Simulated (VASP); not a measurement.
Data:

```
PtSe2
1.0
    1.86876    -3.23679     0.00000
    1.86876     3.23679     0.00000
    0.00000     0.00000     5.26135
Pt Se
1 2
Cartesian
  0.00000   0.00000   0.00000
  1.86876   1.07893   1.29764
  1.86876  -1.07893   3.96372
```

The numbers are results of r2SCAN+rVV10, VASP's PBE PAW potentials (set 64) (plane waves; VASP), not measurements. Settings: 520 eV cut-off, 11×11×7 Γ-centred mesh, tetrahedra with Blöchl corrections, potentials Pt Se.

Unless said otherwise, spin-orbit coupling is left out, though it shifts the bands of the heavy elements here.

Q: Predict the energy per atom (σ→0), band gap (over mesh and band path) with the smallest direct gap where there is one.

A: 
```json
{
  "band gap (over mesh and band path)": "none (metal, semimetal or under 0.01 eV)",
  "energy per atom (σ→0)": "-27.005 eV/atom"
}
```

Total energies compare only between runs with the same potentials, cut-off and functional.

The compound is PtSe2 in the 1T layered structure. It was relaxed first.
